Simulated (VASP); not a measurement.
An input for Ansatz (written as the equivalent of a VASP run, and not itself run):

Ansatz 0.2 input:
```yaml
crystal:
  lattice:
    - [2.7462350, 0.0000000, 0.0000000]
    - [0.0000000, 2.7462350, 0.0000000]
    - [0.0000000, 0.0000000, 2.7462350]
  atoms:
    - { symbol: Be, position: [0.0000000, 0.0000000, 0.0000000] }
    - { symbol: S, position: [0.5000000, 0.5000000, 0.5000000] }
kpoints:
  mp_grid: { grid: [13, 13, 13] }
hamiltonian:
  xc: pbesol
  pseudopotentials: { kind: paw }
scf:
  occupations: { method: methfessel_paxton, width: 0.1 }
  max_iter: 100
relax:
  max_steps: 40
  f_tol: 0.02
  cell: { p_target: 20 }
output: { forces: true, stress: true, eigenvalues: true }
```

**Question.** Write the VASP files for the same calculation (PBEsol).

**Answer.** Several could match; the one computed here: 
### POSCAR
```
BeS
1
    2.7462350445    -0.0000000000     0.0000000000
    0.0000000000     2.7462350445     0.0000000000
   -0.0000000000    -0.0000000000     2.7462350445
Be S
1 1
Direct
  0.0000000000   0.0000000000   0.0000000000
  0.5000000000   0.5000000000   0.5000000000
```

### INCAR
```
ALGO = Normal
EDIFF = 1E-6
EDIFFG = -0.02
ENCUT = 500
GGA = PS
IBRION = 2
ISIF = 3
ISMEAR = 1
LASPH = .TRUE.
LCHARG = .FALSE.
LREAL = .FALSE.
LWAVE = .FALSE.
NELM = 100
NSW = 40
PREC = Accurate
PSTRESS = 200
SIGMA = 0.1
SYSTEM = BeS
```

File KPOINTS:
```
Automatic mesh
0
Gamma
13 13 13
0 0 0
```

POTCAR, in this order: Be S (PBE.64 set). Program: vasp_std.

What does not carry over: each code has its own PAW files, so the cut-off isn't converted (ENCUT is set for VASP's; basis.ecutwfc is left out, and Ansatz then takes the one that its files recommend); Ansatz stops its SCF on the density residual and VASP on the energy change (EDIFF).

The structure was generated: BeS was put into the CsCl type type (Pm-3m), which need not be its known phase. It was relaxed first under an external pressure of 20 GPa.
